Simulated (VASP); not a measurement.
Data:

```yaml
crystal:
  lattice:
    - [0.00000, 2.98613, 2.98613]
    - [2.98613, 0.00000, 2.98613]
    - [2.98613, 2.98613, 0.00000]
  atoms:
    - { symbol: Pb, position: [0.00000, 0.00000, 0.00000] }
    - { symbol: S, position: [0.53349, 0.46651, 0.46651] }
```

Computed with r2SCAN meta-GGA, VASP's PBE PAW potentials (set 64) (plane waves; VASP). Run with 480 eV cut-off, 8×8×8 Γ-centred mesh, Gaussian smearing of 0.050 eV, potentials Pb_d S.

Q: Which forces act on the atoms, in eV/Å?

A: 
| atom | Fx | Fy | Fz |
|---|---|---|---|
| Pb1 | -0.144 | 0.000 | 0.000 |
| S2 | 0.144 | 0.000 | 0.000 |

Q: Give the stress tensor in GPa (positive for a compressed cell).

A: 
```
1.63  0.00  0.00
0.00  0.17  0.00
0.00  0.00  0.17
```
The pressure is its mean diagonal, 0.66 GPa.

The compound is PbS in the rock salt structure. This cell was strained or had an atom moved on purpose.
